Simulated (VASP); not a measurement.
The input files of a VASP run:

POSCAR:
```
Nb
1
    4.8158391465    -0.0000000190     0.0000000000
   -2.4079201062     4.1706387750    -0.0000000000
    0.0000000000    -0.0000000000     2.6464990184
Nb
3
Direct
  0.0000000000   0.0000000000   0.0000000000
  0.3333330000   0.6666670000   0.5000000000
  0.6666670000   0.3333330000   0.5000000000
```

**KPOINTS**
```
Automatic
0
gamma
8 8 13
0 0 0
```

INCAR:
```
LWAVE  =  .False.
NELM  =  100   ! most electronic steps
LCHARG  =  .True.
SYSTEM  =  Nb
EDIFF  =  1E-7   ! SCF stop (eV)
PREC  =  Accurate
ISMEAR  =  -5
ISIF  =  2
NEDOS  =  601
ALGO  =  Normal
LORBIT  =  11
ENCUT  =  400   ! plane-wave cut-off (eV)
LEFG  =  .True.
GGA  =  PS   ! PBEsol
LREAL  =  .False.   ! projection in real space or not
LASPH  =  .True.   ! aspherical one-centre terms
LMAXMIX  =  4   ! l cut-off of mixed one-centre charges
```

POTCAR, in this order: Nb_sv (PBE.64 set). Program: vasp_std.

Question: Write an equivalent input for Quantum ESPRESSO's pw.x.

Answer: One equivalent input (not run):
```
&CONTROL
  calculation = 'scf'
  pseudo_dir = './pseudo'
  outdir = './out'
  tprnfor = .true.
  tstress = .true.
/
&SYSTEM
  ibrav = 0
  nat = 3
  ntyp = 1
  ecutwfc = 82
  occupations = 'tetrahedra'
  input_dft = 'pbesol'
/
&ELECTRONS
  conv_thr = 7.3e-09
  electron_maxstep = 100
/
ATOMIC_SPECIES
  Nb 92.906 Nb.upf
CELL_PARAMETERS angstrom
     4.8158391   -0.0000000    0.0000000
    -2.4079201    4.1706388   -0.0000000
     0.0000000   -0.0000000    2.6464990
ATOMIC_POSITIONS crystal
  Nb   0.0000000  0.0000000  0.0000000
  Nb   0.3333330  0.6666670  0.5000000
  Nb   0.6666670  0.3333330  0.5000000
K_POINTS automatic
  8 8 13 0 0 0
```
What does not carry over: the potentials are each code's own (VASP's PAW set, PseudoDojo norm-conserving files in pw.x), so ENCUT and ecutwfc are chosen apart and not converted; conv_thr bounds pw.x's estimated SCF error, while EDIFF bounds the energy change between steps; the field gradients of LEFG aren't asked of the other code.

The structure was generated: Nb was put into the omega type (P6/mmm), which need not be its known phase. It was relaxed first.
